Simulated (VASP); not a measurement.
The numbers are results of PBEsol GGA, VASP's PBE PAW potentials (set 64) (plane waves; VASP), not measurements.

Input for VASP

INCAR:
```
ALGO  =  Normal
EDIFF  =  1E-6
EDIFFG  =  -0.02
ENCUT  =  620
GGA  =  PS
IBRION  =  2
ISIF  =  3
ISMEAR  =  1
LASPH  =  T
LCHARG  =  F
LMAXMIX  =  4
LREAL  =  F
LWAVE  =  F
NELM  =  100
NSW  =  40
PREC  =  Accurate
PSTRESS  =  300
SIGMA  =  0.1
SYSTEM  =  PbO
```

File POSCAR:
```
PbO
1.0
  3.9766296595   0.0000000000   0.0000000000
  0.0000000000   3.9766296595   0.0000000000
  0.0000000000   0.0000000000   3.4558941333
Pb O
2 2
Cartesian
  1.9883148297   0.0000000000   2.3552077123
  0.0000000000   1.9883148297   1.1006864210
  1.9883148297   1.9883148297   0.0000000000
  0.0000000000   0.0000000000   0.0000000000
```

File KPOINTS:
```
Regular mesh
0
Gamma
8 8 9
0 0 0
```

POTCAR, in this order: Pb_d O (PBE.64 set). Program: vasp_std.

The resulting files:

### OSZICAR
```
       N       E                     dE             d eps       ncg     rms          rms(c)
DAV:   1     0.482487407850E+03    0.48249E+03   -0.23262E+04  3600   0.254E+03
DAV:   2     0.324259118111E+02   -0.45006E+03   -0.44302E+03  3760   0.564E+02
DAV:   3    -0.231358447668E+02   -0.55562E+02   -0.54511E+02  4800   0.209E+02
DAV:   4    -0.247418654379E+02   -0.16060E+01   -0.16048E+01  3936   0.369E+01
DAV:   5    -0.247896790811E+02   -0.47814E-01   -0.47810E-01  4880   0.647E+00    0.107E+01
DAV:   6    -0.214566229612E+02    0.33331E+01   -0.20128E+01  5640   0.447E+01    0.406E+00
DAV:   7    -0.213985876220E+02    0.58035E-01   -0.18880E+00  4592   0.111E+01    0.214E+00
DAV:   8    -0.213848998631E+02    0.13688E-01   -0.50271E-01  4952   0.563E+00    0.103E+00
DAV:   9    -0.213610910435E+02    0.23809E-01   -0.13744E-01  5816   0.367E+00    0.126E-01
DAV:  10    -0.213620885468E+02   -0.99750E-03   -0.10649E-02  4936   0.962E-01    0.545E-02
DAV:  11    -0.213620299681E+02    0.58579E-04   -0.69157E-04  6104   0.295E-01    0.149E-02
DAV:  12    -0.213620333584E+02   -0.33903E-05   -0.70523E-05  3968   0.593E-02    0.107E-02
DAV:  13    -0.213620306285E+02    0.27299E-05   -0.92609E-06  4096   0.361E-02    0.155E-03
DAV:  14    -0.213620308214E+02   -0.19284E-06   -0.14062E-06  2000   0.158E-02
   1 F= -.11129068E+02 E0= -.11129115E+02  d E =-.111291E+02
       N       E                     dE             d eps       ncg     rms          rms(c)
DAV:   1    -0.213488906409E+02    0.13140E-01   -0.29839E-02  4304   0.278E+00    0.174E-01
DAV:   2    -0.213482138021E+02    0.67684E-03   -0.27012E-03  4776   0.658E-01    0.572E-02
DAV:   3    -0.213481095632E+02    0.10424E-03   -0.27884E-04  4688   0.371E-01    0.211E-02
DAV:   4    -0.213481016279E+02    0.79353E-05   -0.69589E-05  5624   0.118E-01    0.707E-03
DAV:   5    -0.213481029779E+02   -0.13500E-05   -0.83003E-06  4472   0.404E-02    0.255E-03
DAV:   6    -0.213481028467E+02    0.13123E-06   -0.12147E-06  1936   0.247E-02
   2 F= -.11129079E+02 E0= -.11129128E+02  d E =-.108385E-04
       N       E                     dE             d eps       ncg     rms          rms(c)
DAV:   1    -0.213543279600E+02   -0.62250E-02   -0.56149E-03  4296   0.121E+00    0.746E-02
DAV:   2    -0.213542039526E+02    0.12401E-03   -0.49293E-04  4760   0.287E-01    0.248E-02
DAV:   3    -0.213541841117E+02    0.19841E-04   -0.52575E-05  4624   0.162E-01    0.896E-03
DAV:   4    -0.213541817812E+02    0.23305E-05   -0.12674E-05  5360   0.492E-02    0.308E-03
DAV:   5    -0.213541809986E+02    0.78267E-06   -0.12602E-06  2248   0.177E-02
   3 F= -.11129094E+02 E0= -.11129143E+02  d E =-.264948E-04
```

OUTCAR:
```
------------------------ aborting loop because EDIFF is reached ----------------------------------------
  FORCE on cell =-STRESS in cart. coord.  units (eV):
  Direction    XX          YY          ZZ          XY          YZ          ZX
  --------------------------------------------------------------------------------------
  Total       10.2728192     10.2728192     10.2162417      0.0000000     -0.0000000      0.0000000
  in kB      301.4004587    301.4004587    299.7404961      0.0000000     -0.0000000      0.0000000
  external PRESSURE =       0.8471378 kB  Pullay stress =     300.0000000 kB
  volume of cell :       54.61
      direct lattice vectors                 reciprocal lattice vectors
     3.976192665  0.000000000  0.000000000     0.251496868  0.000000000  0.000000000
     0.000000000  3.976192665  0.000000000     0.000000000  0.251496868  0.000000000
     0.000000000  0.000000000  3.453993212     0.000000000  0.000000000  0.289519967
 POSITION                                       TOTAL-FORCE (eV/Angst)
 -----------------------------------------------------------------------------------
      1.98810      0.00000      2.35412         0.000000      0.000000     -0.003577
      0.00000      1.98810      1.09988        -0.000000      0.000000      0.003577
      1.98810      1.98810      0.00000         0.000000      0.000000      0.000000
      0.00000      0.00000      0.00000        -0.000000     -0.000000      0.000000
 -----------------------------------------------------------------------------------
    total drift:                                0.000000     -0.000000      0.000000
  FREE ENERGIE OF THE ION-ELECTRON SYSTEM (eV)
  ---------------------------------------------------
  free  energy   TOTEN  =       -21.3541809986 eV

  energy  without entropy=      -21.3543267182  energy(sigma->0) =      -21.35422957
  enthalpy is  TOTEN    =       -11.1290944766 eV   P V=       10.2250865219

 reached required accuracy - stopping structural energy minimisation
```
(Selected blocks of OUTCAR.)

CONTCAR:
```
PbO
   1.00000000000000
     3.9761926647518986    0.0000000000000000    0.0000000000000000
     0.0000000000000000    3.9761926647518986    0.0000000000000000
     0.0000000000000000    0.0000000000000000    3.4539932115189154
  Pb              O
     2     2
Direct
     0.5000000000000000    0.0000000000000000    0.6815642075324375
     0.0000000000000000    0.5000000000000000    0.3184357924675625
     0.5000000000000000    0.5000000000000000    0.0000000000000000
     0.0000000000000000    0.0000000000000000    0.0000000000000000
```

Without a dispersion term in the relaxation, distances and binding between the weakly bound layers, chains or molecules are unreliable, and so is what depends on them.

The compound is PbO in the litharge structure. This run relaxes it under an external pressure of 30 GPa. Symmetry was kept, so distortions that lower it aren't found.
